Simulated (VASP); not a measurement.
# SbMo3 (Pmm2) in VASP: single point with r2SCAN

Aim: the single point of SbMo3 with r2SCAN.

Program: VASP 6.6.1. These are calculated values, not measurements. Logs are shortened: lines on timing, memory, paths and dates and some standing lists are left out, and cuts for length are marked.

## (1) The structure

The structure is orthorhombic, space group Pmm2 (No. 25). The conventional cell has a = 3.283 Å, b = 4.613 Å, c = 4.413 Å, α = 90.00°, β = 90.00°, γ = 90.00°. Sb (site symmetry mm2) is surrounded by 10 Mo at 2.71 to 2.96 Å. Mo (site symmetry mm2) has 4 Sb at 2.71 to 2.79 Å and 6 Mo at 2.86 to 2.96 Å as nearest neighbours. Mo (site symmetry mm2) has 8 Mo at 2.71 to 2.86 Å and 2 Sb at 2.96 Å as nearest neighbours. Mo (site symmetry mm2) has 6 Mo at 2.71 to 2.96 Å and 4 Sb at 2.85 Å as nearest neighbours.

The cell was built by a generator and needn't be a form met in nature.

## (2) Single point, r2SCAN

Input file POSCAR:

```
SbMo3
1.0
    3.2827958904      0.0000000000      0.0000000000
    0.0000000000      4.6133583125      0.0000000000
    0.0000000000      0.0000000000      4.4128302666
Sb Mo
1 3
Direct
    0.0000000000      0.0000000000      1.0370556686
    0.5000000000      0.0000000000      0.5254382083
    0.0000000000      0.5000000000      0.6162971546
    0.5000000000      0.5000000000      0.1045689685
```

Input file INCAR.step1:

```
SYSTEM = SbMo3
PREC = Accurate
ENCUT = 520
ISMEAR = -1
SIGMA = 0.1
LREAL = .FALSE.
LASPH = .TRUE.
NELM = 100
NBANDS = 32
GGA = PE
ALGO = Normal
EDIFF = 1E-4
LWAVE = .TRUE.
LCHARG = .FALSE.
```

Input file INCAR.step2:

```
SYSTEM = SbMo3
PREC = Accurate
ENCUT = 520
EDIFF = 1E-6
ISMEAR = -1
SIGMA = 0.1
LREAL = .FALSE.
LASPH = .TRUE.
NELM = 100
ALGO = Normal
ISIF = 2
LWAVE = .FALSE.
LCHARG = .TRUE.
METAGGA = R2SCAN
LMIXTAU = .TRUE.
LELF = .TRUE.
LVHAR = .TRUE.
NBANDS = 32
ISTART = 1
```

Input file KPOINTS:

```
regular mesh
0
G
  8 5 5
  0 0 0
```

Potentials or basis: VASP PAW PBE potentials, release 64 (Sb, Mo_sv).

Command:

```
$ cat potpaw_PBE.64/Sb/POTCAR potpaw_PBE.64/Mo_sv/POTCAR > POTCAR
$ cp INCAR.step1 INCAR
$ mpirun -np 1 vasp_std > vasp.out
$ cp INCAR.step2 INCAR
$ mpirun -np 1 vasp_std > vasp.out
```

OUTCAR:

```text
SYSTEM = SbMo3
   PREC = Accurate
   ENCUT = 520
   EDIFF = 1E-6
   ISMEAR = -1
   LREAL = .FALSE.
   LASPH = .TRUE.
   NELM = 100
   ISIF = 2
   METAGGA = R2SCAN
   ISTART = 1

 ion  position               nearest neighbor table
   1  0.000  0.000  0.037-   2 2.71   2 2.71   2 2.79   2 2.79   4 2.85   4 2.85   4 2.85   4 2.85
                             3 2.96   3 2.96   3 3.44   3 3.44
   2  0.500  0.000  0.525-   1 2.71   1 2.71   1 2.79   1 2.79   3 2.86   3 2.86   3 2.86   3 2.86
                             4 2.96   4 2.96   4 3.44   4 3.44
   3  0.000  0.500  0.616-   4 2.71   4 2.71   4 2.79   4 2.79   2 2.86   2 2.86   2 2.86   2 2.86
                             1 2.96   1 2.96   1 3.44   1 3.44
   4  0.500  0.500  0.105-   3 2.71   3 2.71   3 2.79   3 2.79   1 2.85   1 2.85   1 2.85   1 2.85
                             2 2.96   2 2.96   2 3.44   2 3.44

  LATTYP: Found a simple orthorhombic cell.
 ALAT       =     3.2827958904
 B/A-ratio  =     1.3442292527
 C/A-ratio  =     1.4053137833

  Lattice vectors:

 A1 = (  -3.2827958904,   0.0000000000,   0.0000000000)
 A2 = (   0.0000000000,   0.0000000000,   4.4128302666)
 A3 = (   0.0000000000,   4.6133583125,   0.0000000000)

Analysis of symmetry for initial positions (statically):
=====================================================================
 Subroutine PRICEL returns:
 Original cell was already a primitive cell.

 Routine SETGRP: Setting up the symmetry group for a
 simple orthorhombic supercell.

 Subroutine GETGRP returns: Found  4 space group operations
 (whereof  4 operations were pure point group operations)
 out of a pool of  8 trial point group operations.

The static configuration has the point symmetry C_2v.

Analysis of symmetry for dynamics (positions and initial velocities):
=====================================================================
 Subroutine PRICEL returns:
 Original cell was already a primitive cell.

 Routine SETGRP: Setting up the symmetry group for a
 simple orthorhombic supercell.

 Subroutine GETGRP returns: Found  4 space group operations
 (whereof  4 operations were pure point group operations)
 out of a pool of  8 trial point group operations.

The dynamic configuration has the point symmetry C_2v.

 Subroutine INISYM returns: Found  4 space group operations
 (whereof  4 operations are pure point group operations),
 and found     1 'primitive' translations

----------------------------------------------------------------------------------------

[... 97 lines left out ...]
   LREAL  =      F    real-space projection
   EDIFFG = 0.1E-04   stopping-criterion for IOM
   NSW    =      0    number of steps for IOM
   IBRION =     -1    ionic relax: 0-MD 1-quasi-New 2-CG
   NFREE  =      0    steps in history (QN), initial steepest desc. (CG)
   ISIF   =      2    stress and relaxation
   ISYM   =      2    0-nonsym 1-usesym 2-fastsym
   POTIM  = 0.5000    time-step for ionic-motion
   TEBEG  =    0.0;   TEEND  =   0.0 temperature during run
   PSTRESS=    0.0 pullay stress
   NELECT =      47.0000    total number of electrons
   NUPDOWN=      -1.0000    fix difference up-down
   EMIN   =  10.00;   EMAX   =-10.00  energy-range for DOS
   EFERMI =   0.00;   METHOD = LEGACY
   ISMEAR =    -1;   SIGMA  =   0.10  broadening in eV -4-tet -1-fermi 0-gaus
   EFERMI_NEDOS =   21; number of points for ismear=-14 and -15
   IALGO  =     38    algorithm
   IMIX   =      4    mixing-type and parameters
     AMIX     =   0.40;   BMIX     =  1.00
     AMIX_MAG =   1.60;   BMIX_MAG =  1.00
  volume/ion in A,a.u.               =      16.71       112.75
  Fermi-wavevector in a.u.,A,eV,Ry     =   1.455843  2.751145 28.837279  2.119480
  Thomas-Fermi vector in A             =   2.572831
   LORBIT       =      0    0 simple, 1 ext, 2 COOP (PROOUT), +10 PAW based schemes
   METAGGA = R2SCAN    functional components
   LHFCALC =     F    Hartree Fock is set to
   AEXX    =    0.0000 exact exchange contribution
   IVDW    =     0    specifies the selected vdW correction
   LEPSILON=     F    determine dielectric tensor
   LRPA    =     F    only Hartree local field effects (RPA)
 non-spin polarized calculation
  energy-cutoff  :      520.00
  volume of cell :       66.83
 maximum number of plane-waves:      1826
   NGX = 13   NGY = 17   NGZ = 17

 number of electron      46.9999995 magnetization

 Free energy of the ion-electron system (eV)
  ---------------------------------------------------
  ext. energy  EPLUGINS =         0.00000000
  ---------------------------------------------------
  free energy    TOTEN  =      -102.79160278 eV

  energy without entropy =     -102.70916897  energy(sigma->0) =     -102.75038587

 E-fermi :  12.6370     XC(G=0): -13.9320

 val. band max:       12.6294411566   @ k =   0.0000   0.0000   0.0000
 cond. band min:      12.6439350672   @ k =   0.0000   0.2000   0.4000
 fundamental gap:      0.0144939106
 Fermi energy:        12.6370380844

 k-point     1 :       0.0000    0.0000    0.0000
  band No.  band energies     occupation
      1     -50.4960      2.00000
      2     -50.1341      2.00000
      3     -50.0139      2.00000
      4     -24.2910      2.00000
      5     -24.1509      2.00000
      6     -23.9156      2.00000
[... 829 lines left out ...]
     31      16.9167      0.00000
     32      18.1608      0.00000

 [... further k-points ...]

------------------------ aborting loop because EDIFF is reached ----------------------------------------

  FORCE on cell =-STRESS in cart. coord.  units (eV):
  Direction    XX          YY          ZZ          XY          YZ          ZX
  --------------------------------------------------------------------------------------
  -------------------------------------------------------------------------------------
  Total        0.2589644      0.2818808      0.2611627      0.0000000      0.0000000      0.0000000
  in kB        6.2082945      6.7576837      6.2609953      0.0000000      0.0000000      0.0000000
  external PRESSURE =       6.4089912 kB  Pullay stress =       0.0000000 kB

 VOLUME and BASIS-vectors are now :
 -----------------------------------------------------------------------------
  energy-cutoff  :      520.00
  volume of cell :       66.83
      direct lattice vectors                 reciprocal lattice vectors
     3.282795890  0.000000000  0.000000000     0.304618390  0.000000000  0.000000000
     0.000000000  4.613358312  0.000000000     0.000000000  0.216761832  0.000000000
     0.000000000  0.000000000  4.412830267     0.000000000  0.000000000  0.226611934

 POSITION                                       TOTAL-FORCE (eV/Angst)
 -----------------------------------------------------------------------------------
      0.00000      0.00000      0.16352         0.000000      0.000000      0.012246
      1.64140      0.00000      2.31867         0.000000      0.000000     -0.004629
      0.00000      2.30668      2.71961         0.000000      0.000000     -0.015432
      1.64140      2.30668      0.46145         0.000000      0.000000      0.007816
 -----------------------------------------------------------------------------------
    total drift:                                0.000000      0.000000     -0.000133

  FREE ENERGIE OF THE ION-ELECTRON SYSTEM (eV)
  ---------------------------------------------------
  free  energy   TOTEN  =      -102.7916027769 eV

  energy  without entropy=     -102.7091689663  energy(sigma->0) =     -102.75038587
```

OSZICAR.step1:

```text
N       E                     dE             d eps       ncg     rms          rms(c)
DAV:   1     0.530428874367E+03    0.53043E+03   -0.27269E+04  2912   0.145E+03
DAV:   2    -0.215381534361E+02   -0.55197E+03   -0.53337E+03  3288   0.460E+02
DAV:   3    -0.372501321996E+02   -0.15712E+02   -0.15046E+02  3696   0.782E+01
DAV:   4    -0.375046274672E+02   -0.25450E+00   -0.25419E+00  3016   0.105E+01
DAV:   5    -0.375087381250E+02   -0.41107E-02   -0.41102E-02  3496   0.135E+00    0.230E+01
DAV:   6    -0.360483421407E+02    0.14604E+01   -0.39845E+00  3128   0.132E+01    0.672E+00
DAV:   7    -0.359621059822E+02    0.86236E-01   -0.65808E-01  3368   0.607E+00    0.325E+00
DAV:   8    -0.358580744539E+02    0.10403E+00   -0.25995E-01  3128   0.531E+00    0.183E+00
DAV:   9    -0.358392503503E+02    0.18824E-01   -0.50999E-02  3144   0.157E+00    0.532E-01
DAV:  10    -0.358395049992E+02   -0.25465E-03   -0.84401E-03  3240   0.886E-01    0.392E-01
DAV:  11    -0.358380174880E+02    0.14875E-02   -0.34642E-03  3200   0.618E-01    0.117E-01
DAV:  12    -0.358380360943E+02   -0.18606E-04   -0.29423E-04  2688   0.141E-01
   1 F= -.35838036E+02 E0= -.35793529E+02  d E =-.890138E-01
```

It took 3.3 min on 1 thread of Intel Xeon Platinum 8375C at 2.90GHz (Ice Lake), shared host; peak memory 0.23 GiB.

What came out:

```
Free energy            : -102.7916 eV
Pressure               : 0.6 GPa
Largest force          : 0.015 eV/Å
Band gap on the k mesh : none (metal or under the smearing width)
```

Forces on the atoms (eV/Å):
```
Sb   0.000  0.000  0.012
Mo   0.000  0.000 -0.005
Mo   0.000  0.000 -0.015
Mo   0.000  0.000  0.008
```

Caveat: the PAW data sets were made with another functional, which shifts forces and pressure a little. The run has no spin-orbit coupling, so splittings on Sb are missing.
